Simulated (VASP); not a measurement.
A cell of HfB2 (AlB2 type) near equilibrium:

```yaml
crystal:
  lattice:
    - [1.56601, -2.71241, 0.00000]
    - [1.56601, 2.71241, 0.00000]
    - [0.00000, 0.00000, 3.48212]
  atoms:
    - { symbol: Hf, position: [0.00000, 0.00000, 0.00000] }
    - { symbol: B, position: [0.33333, 0.66667, 0.50000] }
    - { symbol: B, position: [0.66667, 0.33333, 0.50000] }
```

Level of theory: r2SCAN meta-GGA, VASP's PBE PAW potentials (set 64) (plane waves; VASP).

| run | ΔE (meV/atom) | σxx | σyy | σzz | largest shear component, with its sign (GPa) | largest force (eV/Å) |
|---|---|---|---|---|---|---|
| as it is | 0.0 | -0.03 | -0.03 | -0.05 | 0.00 | 0.000 |
| after one change | 104.9 | 4.53 | 4.53 | 6.10 | 0.00 | 3.234 |
Stress is in GPa, positive when the cell is compressed.

### Question
Name the change that produced these shifts.
(A) biaxial strain of +2.0 % in the xy plane
(B) atom 1 (Hf) moved by -0.200 Å along z
(C) atom 3 (B) moved by -0.075 Å along y
(D) atom 2 (B) moved by -0.025 Å along z

### Answer
B, atom 1 (Hf) moved by -0.200 Å along z

The compound is HfB2 in the AlB2 type structure.
